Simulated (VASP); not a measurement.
```
Li2Se
1.0
    0.00000     3.06000     3.06000
    3.06000     0.00000     3.06000
    3.06000     3.06000     0.00000
Li Se
2 1
Direct
  0.25000   0.25000   0.25000
  0.75000   0.75000   0.75000
  0.00000   0.00000   0.00000
```

The numbers are results of PBE GGA, VASP's PBE PAW potentials (set 64) (plane waves; VASP 6.6.1), not measurements. Numerical set-up: 520 eV cut-off, 6×6×6 Γ-centred mesh, Gaussian smearing of 0.010 eV, potentials Li_sv Se.

### Question
Predict the energy per atom (σ→0), pressure, band gap (on the k-mesh) with the smallest direct gap where there is one.

### Answer

| Item | Result |
|---|---|
| band gap (on the k-mesh) | 3.01 eV |
| smallest direct gap (on the k-mesh) | 3.16 eV |
| energy per atom (σ→0) | -357.5 kJ/mol of atoms |
| pressure | -17.1 kbar |

The absolute energy has meaning only against runs of the same code, potentials and settings.

The compound is Li2Se in the antifluorite structure. The cell was not relaxed at this level. The run is one of a series of settings (SIGMA = 0.01 against the base run), some of them coarse on purpose.
